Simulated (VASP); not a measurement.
CeBS2: single point with LDA

Crystal: CeBS2.

```
CELL_PARAMETERS angstrom
3.82092 0.00000 0.00000
-1.91046 3.30902 0.00000
0.00000 -2.20601 6.49767
ATOMIC_POSITIONS crystal
Ce 0.50000 0.00000 0.50000
B 0.00000 0.00000 0.00000
S 0.24146 0.48292 0.72438
S 0.75854 0.51708 0.27562
```

The cell was built by a generator and needn't be a form met in nature.

```yaml
Program: VASP 6.6.1
Task: single point
Functional: LDA
Potentials_or_basis: VASP PAW LDA potentials, release 64 (Ce, B, S)
Cutoff: 520 eV
k_mesh: 6 × 6 × 6
Occupations: fermi-dirac, width 0.1 eV
Spin: no spin polarisation
```

| Property | Result |
| --- | --- |
| Pressure | 5.2 GPa |
| Largest force | 1.629 eV/Å |
| Band gap on the k mesh | none (metal or under the smearing width) |

Forces in eV/Å, atoms in the order of the input:
```
Ce   0.000  0.000  0.000
B    0.000  0.000  0.000
S    0.000  0.000  1.629
S    0.000  0.000 -1.629
```

Stress tensor (GPa, compression positive):
```
7.38 0.00 0.00
0.00 7.38 0.00
0.00 0.00 0.83
```

Levels at points of the mesh, in eV from the Fermi level:
```
           k point  band 11  band 12  band 13  band 14  band 15  band 16
(0.00, 0.00, 0.00)    -2.60    -2.60    -2.52     0.26     0.46     0.46
(0.50, 0.00, 0.00)    -2.62    -2.46    -1.41     0.31     0.33     0.50
(0.00, 0.50, 0.00)    -3.52    -3.07    -2.96     0.14     0.27     0.30
(0.00, 0.00, 0.50)    -2.54    -2.54    -1.14     0.24     0.49     0.49
```

Wall time 40 s on 1 thread of Intel(R) Xeon(R) 6975P-C (Granite Rapids), on a shared host, peak memory 0.21 GiB.

Caveat: the run has no spin polarisation, though such a crystal can be magnetic; without U or exact exchange the open f shell lies at the Fermi level, which spoils levels, moments and volumes; forces of over 1 eV/Å show positions far from the minimum, so gaps and moduli don't describe the material at rest. With open d or f shells a metallic result of LDA can be an artefact of self-interaction; +U or a hybrid may open a gap.
